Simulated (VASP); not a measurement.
A VASP calculation is set up with these files.

### INCAR
```
SYSTEM = SrTe
PREC = Accurate
ENCUT = 400
EDIFF = 1E-6
NELM = 100
ALGO = Normal
LREAL = .FALSE.
LASPH = .TRUE.
ISMEAR = 0
SIGMA = 0.05
GGA = PE
LMAXMIX = 4
LWAVE = .FALSE.
LCHARG = .FALSE.
ISIF = 2
ICHARG = 11
```

KPOINTS:
```
Automatic mesh
0
Gamma
5 5 5
0 0 0
```

POSCAR:
```
SrTe
1
    0.0000000000     3.3966000000     3.3966000000
    3.3966000000     0.0000000000     3.3966000000
    3.3966000000     3.3966000000     0.0000000000
Sr Te
1 1
Direct
  0.0000000000   0.0000000000   0.0000000000
  0.5000000000   0.5000000000   0.5000000000
```

POTCAR, in this order: Sr_sv Te (PBE.64 set). Program: vasp_std.

The resulting files:

### standard output
```
 POSCAR found type information on POSCAR SrTe
 POSCAR found :  2 types and       2 ions
 Reading from existing POTCAR
 Reading from existing POTCAR
 LDA part: xc-table for (Slater+PW92), standard interpolation
 WARNING: stress and forces are not correct
 POSCAR, INCAR and KPOINTS ok, starting setup
 WAVECAR not read
 WARNING: CHGCAR is incomplete

 -----------------------------------------------------------------------------
|                                                                             |
|     EEEEEEE  RRRRRR   RRRRRR   OOOOOOO  RRRRRR      ###     ###     ###     |
|     E        R     R  R     R  O     O  R     R     ###     ###     ###     |
|     E        R     R  R     R  O     O  R     R     ###     ###     ###     |
|     EEEEE    RRRRRR   RRRRRR   O     O  RRRRRR       #       #       #      |
|     E        R   R    R   R    O     O  R   R                               |
|     E        R    R   R    R   O     O  R    R      ###     ###     ###     |
|     EEEEEEE  R     R  R     R  OOOOOOO  R     R     ###     ###     ###     |
|                                                                             |
|     ICHARG>10                                                               |
|                                                                             |
|       ---->  I REFUSE TO CONTINUE WITH THIS SICK JOB ... BYE!!! <----       |
|                                                                             |
 -----------------------------------------------------------------------------
```

Task: Read input and log: which fault does this run have?
A) ICHARG = 11 asks for a fixed density, but there is no CHGCAR
B) ALGO = VeryFast starts from random orbitals with almost no delay (NELMDL = -1)
C) POTCAR lists the elements in another order than POSCAR
D) LSORBIT needs the non-collinear program vasp_ncl

Result: A, ICHARG = 11 asks for a fixed density, but there is no CHGCAR. VASP stops with an error: ERROR: charge density could not be read from file CHGCAR for ICHARG>10 ----> I REFUSE TO CONTINUE WITH THIS SICK JOB ... BYE!!! <----

To mend it, run self-consistently first and keep its CHGCAR, or remove ICHARG. The plain static run on this cell (PBE GGA, plane waves, VASP's PBE PAW potentials (set 64)) converges, and its OSZICAR ends with
```
   1 F= -.82574255E+01 E0= -.82574255E+01  d E =-.150500E-19
```

The compound is SrTe in the rock salt structure. The cell was not relaxed at this level.
